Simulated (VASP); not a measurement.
Here is the system:

```xyz
2
Lattice="1.2638 -2.1889 0.0000 1.2638 2.1889 0.0000 0.0000 0.0000 4.5397" Properties=species:S:1:pos:R:3 pbc="T T T"
Zn     1.2638     0.7296     1.1349
Zn     1.2638    -0.7296     3.4048
```

These are LDA (Ceperley-Alder, Perdew-Zunger), VASP's LDA PAW potentials (set 64) (plane waves; VASP) values and carry that method's errors. Numerical set-up: 500 eV cut-off, 16×16×8 Γ-centred mesh, first-order Methfessel-Paxton smearing of 0.10 eV, potentials Zn.

Energy and stress use the plane-wave basis of the starting cell.

### Question
The ions, cell shape and volume at an external pressure of 20.0 GPa are relaxed. Predict the relaxed structure.

### Answer

```xyz
2
Lattice="1.2439 -2.1545 0.0000 1.2439 2.1545 0.0000 0.0000 0.0000 4.4108" Properties=species:S:1:pos:R:3 pbc="T T T"
Zn     1.2439     0.7182     1.1027
Zn     1.2439    -0.7182     3.3081
```
Space group P6_3/mmc (194), at a tolerance of 0.03 Å.

### Question
How do energy and volume change from the first to the last step?

### Answer
The energy (σ→0) changes by +68.0 meV/atom and the volume by -5.9 %, in 7 ionic steps.

The compound is Zn in the hcp structure. This run relaxes it under an external pressure of 20 GPa. Symmetry was kept, so distortions that lower it aren't found.
